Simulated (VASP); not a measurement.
VASP runs on CuAu (space group P4/mmm) share one base input (PBE GGA, plane waves, VASP's PBE PAW potentials (set 64)) and change the settings named in each case.

File KPOINTS:
```
kpoints
0
gamma
 12 12 10
0 0 0
```

INCAR:
```
SYSTEM = CuAu
PREC = Accurate
ENCUT = 300
EDIFF = 1E-6
NELM = 100
ALGO = Normal
LREAL = .FALSE.
LASPH = .TRUE.
ISMEAR = 0
SIGMA = 0.272
GGA = PE
LMAXMIX = 6
LWAVE = .FALSE.
LCHARG = .FALSE.
ISIF = 2
```

File POSCAR:
```
CuAu
1
    2.8000000000     0.0000000000     0.0000000000
    0.0000000000     2.8000000000     0.0000000000
    0.0000000000     0.0000000000     3.6700000000
Cu Au
1 1
Direct
  0.0000000000   0.0000000000   0.0000000000
  0.5000000000   0.5000000000   0.5000000000
```

POTCAR, in this order: Cu Au (PBE.64 set). Program: vasp_std.

```
change                                                                                                              E(σ→0) (eV/atom)  pressure (GPa)  −TS (eV)
------------------------------------------------------------------------------------------------------------------  ----------------  --------------  --------
base run                                                                                                                     -3.5218            5.22   -0.0214
GGA = PS                                                                                                                     -4.1811           -3.27   -0.0215
GGA_COMPAT = .FALSE., LNONCOLLINEAR = .TRUE., LSORBIT = .TRUE., MAGMOM = 0.0 0.0 0.0 0.0 0.0 0.0, program vasp_ncl           -3.6767            4.53   -0.0227
KPOINTS 1×1×1 Γ-centred mesh                                                                                                 -6.1149           15.54    0.0000
```
 Energies of different potentials or functionals have different zeros.  Unless said otherwise, spin-orbit coupling is left out, though it shifts the bands of the heavy elements here. At 300 eV the pressure can carry a Pulay error.

Left out are runs that ran out of time, are held back, or changed the cell or the kind of run, fixed moments of cells without a moment, rows past the twelfth, gaps on odd meshes, pressures of charged cells and columns that move by less than the noise.

The structure is a typed CuAu crystal. The cell was not relaxed at this level.
